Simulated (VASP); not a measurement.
An input for Quantum ESPRESSO's pw.x (written as the equivalent of a VASP run, and not itself run):

```
&CONTROL
  calculation = 'vc-relax'
  pseudo_dir = './pseudo'
  outdir = './out'
  tprnfor = .true.
  tstress = .true.
  nstep = 60
  forc_conv_thr = 0.00039
/
&SYSTEM
  ibrav = 0
  nat = 2
  ntyp = 2
  ecutwfc = 86
  occupations = 'smearing'
  smearing = 'gaussian'
  degauss = 0.003675
  input_dft = 'pbe'
/
&ELECTRONS
  conv_thr = 7.3e-08
  electron_maxstep = 100
/
&IONS
/
&CELL
/
ATOMIC_SPECIES
  Zn 65.380 Zn.upf
  Se 78.971 Se.upf
CELL_PARAMETERS angstrom
     0.0000000    2.8324450    2.8324450
     2.8324450    0.0000000    2.8324450
     2.8324450    2.8324450    0.0000000
ATOMIC_POSITIONS crystal
  Zn   0.0000000  0.0000000  0.0000000
  Se   0.7500000  0.7500000  0.7500000
K_POINTS automatic
  7 7 7 0 0 0
```

Problem. Translate this input to VASP (INCAR, KPOINTS, POSCAR, choice of POTCAR).

Solution. This is not unique; one that fits is 
**INCAR**
```
ISMEAR = 0   ! Gaussian
ALGO = Normal   ! blocked Davidson
LREAL = F   ! projection in real space or not
ENCUT = 480   ! plane-wave cut-off (eV)
NSW = 60   ! most ionic steps
NELM = 100   ! most electronic steps
IBRION = 2   ! conjugate gradients
LCHARG = F
GGA = PE
EDIFFG = -0.01   ! ionic stop
LWAVE = F
LMAXMIX = 4   ! l cut-off of mixed one-centre charges
EDIFF = 1E-6
SYSTEM = ZnSe
PREC = Accurate
SIGMA = 0.05
LASPH = T
ISIF = 3   ! ions, shape and volume
```

File KPOINTS:
```
Regular mesh
0
Gamma
 7 7 7
```

### POSCAR
```
ZnSe
1
    0.0000000000     2.8324450000     2.8324450000
    2.8324450000     0.0000000000     2.8324450000
    2.8324450000     2.8324450000     0.0000000000
Zn Se
1 1
Direct
  0.0000000000   0.0000000000   0.0000000000
  0.7500000000   0.7500000000   0.7500000000
```

POTCAR, in this order: Zn Se (PBE.64 set). Program: vasp_std.

Limits of the translation: the potentials are each code's own (VASP's PAW set, PseudoDojo norm-conserving files in pw.x), so ENCUT and ecutwfc are chosen apart and not converted; conv_thr bounds pw.x's estimated SCF error, while EDIFF bounds the energy change between steps; forc_conv_thr acts on force components and is met together with etot_conv_thr.

The structure comes from a computed database's ZnSe entry (F-43m); how it stands against other phases isn't given here. This run relaxes it. Symmetry was kept, so distortions that lower it aren't found.
